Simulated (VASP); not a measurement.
Runs of VASP 6.6.1 on KTaP2. It takes space group P-3m1 (No. 164, trigonal). The conventional cell has a = 3.564 Å, b = 3.564 Å, c = 7.984 Å, α = 90.00°, β = 90.00°, γ = 120.00°. Around K (site symmetry -3m) lie 6 P at 3.22 Å and 6 K at 3.56 Å. Ta (site symmetry -3m) has 6 P at 2.55 Å as nearest neighbours. P (site symmetry 3m) is surrounded by 3 Ta at 2.55 Å. The cell was built by a generator and needn't be a form met in nature.

```csv
task,cell,k mesh,cutoff (eV),gap on the mesh (eV),pressure (GPa),relaxed volume (Å³/atom),largest force (eV/Å)
relaxation of cell and atoms,relaxed,18 × 18 × 6,600,none,0.0,21.97,0.01
relaxation of cell and atoms,relaxed,6 × 6 × 4,600,none,0.0,(a),0.01
single point,"P-3m1, 22.23 Å³/atom",6 × 6 × 4,520,none,0.0,-,0.01
single point,"P-3m1, 21.93 Å³/atom",18 × 18 × 6,520,none,0.0,-,0.01
single point,"P-3m1, 22.42 Å³/atom",6 × 6 × 4,520,none,8.0,-,1.55
```

Alike in all rows: level PBE; potentials or basis VASP PAW PBE potentials, release 64 (K_sv, Ta_pv, P); no spin polarisation; smearing gaussian 0.1 eV.

Q: Fill in the values left out.

A: (a) 22.27.

Caveats: forces of over 1 eV/Å show positions far from the minimum, so gaps and moduli don't describe the material at rest (some runs).

A k mesh can miss the band edges, and the runs leave out spin-orbit coupling on Ta.

A gap of «none» marks a metal or a gap under the smearing width.
